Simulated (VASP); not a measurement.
```
Cu2O
1.0
    4.27750     0.00000     0.00000
    0.00000     4.27750     0.00000
    0.00000     0.00000     4.27750
Cu O
4 2
Direct
  0.75000   0.25000   0.75000
  0.25000   0.75000   0.75000
  0.75000   0.75000   0.25000
  0.25000   0.25000   0.25000
  0.00000   0.00000   0.00000
  0.50000   0.50000   0.50000
```

Computed with TPSS meta-GGA, VASP's PBE PAW potentials (set 64) (plane waves; VASP). Numerical set-up: 520 eV cut-off, 6×6×6 Γ-centred mesh, tetrahedra with Blöchl corrections, potentials Cu O.

Task: Estimate the energy per atom (σ→0), band gap (over mesh and band path) with the smallest direct gap where there is one.

Result: 
```yaml
band gap (over mesh and band path): 0.53 eV
smallest direct gap (over mesh and band path): 0.53 eV
energy per atom (σ→0): -10.462 eV/atom
```

Total energies compare only between runs with the same potentials, cut-off and functional.

The compound is Cu2O in the cuprite structure. It was relaxed first.
